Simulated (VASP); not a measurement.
A 71-atom supercell of GaN (wurtzite) holds Mg on the Ga site with a neighbouring N vacancy in charge state -2. It is relaxed twice, with the total moment held at 0 and at 2 μB. Level of theory: PBE GGA, VASP's PBE PAW potentials (set 64) (plane waves; VASP). Settings: PREC = Normal, LREAL = Auto, ISYM = 0, NELECT = 284.0, EDIFF = 1E-5, 400 eV cut-off, 1×1×1 Γ-centred mesh, Gaussian smearing of 0.050 eV, potentials Ga N Mg.

The cell is charged, with a uniform compensating background. The supercell is sampled at Γ alone, which is coarse: total energies, pressure and levels can be off, energies of defects by several tenths of an eV.

Which spin state lies lower, and by how much?

The state with 0 μB lies lower, by 0.48 eV.

The cell is a supercell with a defect, built from GaN (wurtzite).
